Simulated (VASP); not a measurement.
Crystal: Ca2ZrN2.

```
Ca Zr N
1.0
    -1.69500    2.16500    5.56000
     1.69500   -2.16500    5.56000
     1.69500    2.16500   -5.56000
Ca Zr N
2 1 2
Direct
  0.78600 0.28600 0.50000
  0.21400 0.71400 0.50000
  0.50000 0.00000 0.50000
  0.35600 0.35600 0.00000
  0.64400 0.64400 0.00000
```

The cell was built by a generator and needn't be a form met in nature.

| Quantity | Value |
| --- | --- |
| Program | VASP 6.6.1 |
| Task | relaxation of cell and atoms |
| Functional | PBE |
| Potentials or basis | VASP PAW PBE potentials, release 64 (Ca_sv, Zr_sv, N) |
| Cutoff | 520 eV |
| k mesh | 5 × 5 × 5 |
| Occupations | gaussian, width 0.15 eV |
| Spin | no spin polarisation |

At the start: pressure 8.4 GPa; volume 16.32 Å³/atom.

Problem. How do energy, volume and symmetry change on relaxing?

Solution. Over 17 steps the energy falls by 339.0 meV/atom and the volume is 17.31 Å³/atom (+6.1 %); space group Immm (No. 71, to 0.05 Å).

Step by step:
```tsv
step	energy change (eV)	largest force (eV/Å)	pressure (GPa)	volume (Å³)
1	0.0000	2.1479	8.44	81.61
2	-0.9476	1.1444	-4.27	91.96
3	-0.9592	1.0458	-5.30	93.47
4	-1.2627	1.5696	2.10	88.24
5	-1.2633	1.6148	2.26	88.09
6	-1.5494	0.9369	1.41	87.70
7	-1.6513	0.1776	0.57	87.17
8	-1.6527	0.2726	0.64	87.23
9	-1.6844	0.1446	-1.76	88.10
10	-1.6882	0.0683	-1.16	87.89
11	-1.6936	0.0988	0.46	86.42
12	-1.6939	0.0941	0.32	86.69
13	-1.6937	0.0900	0.03	86.88
14	-1.6938	0.0911	-0.28	86.85
15	-1.6939	0.0893	-0.01	86.75
16	-1.6939	0.0935	-0.14	86.73
17	-1.6950	0.0435	-0.13	86.57
```

Final structure:
```cif
data_structure
_symmetry_space_group_name_H-M 'P 1'
_symmetry_Int_Tables_number 1
_cell_length_a 5.9851
_cell_length_b 5.9851
_cell_length_c 5.9851
_cell_angle_alpha 148.051
_cell_angle_beta 129.642
_cell_angle_gamma 60.889
_cell_volume 86.57
loop_
_atom_site_label
_atom_site_type_symbol
_atom_site_fract_x
_atom_site_fract_y
_atom_site_fract_z
_atom_site_occupancy
Ca1 Ca 0.82168 0.32168 0.50000 1
Ca2 Ca 0.17832 0.67832 0.50000 1
Zr1 Zr 0.50000 0.00000 0.50000 1
N1 N 0.35484 0.35484 0.00000 1
N2 N 0.64516 0.64516 0.00000 1
```

Caveat: the k mesh is coarse (spacing up to 0.47 Å⁻¹), so the values aren't converged; the relaxation stopped at a loose force limit of 0.08 eV/Å, so its end isn't a converged minimum.
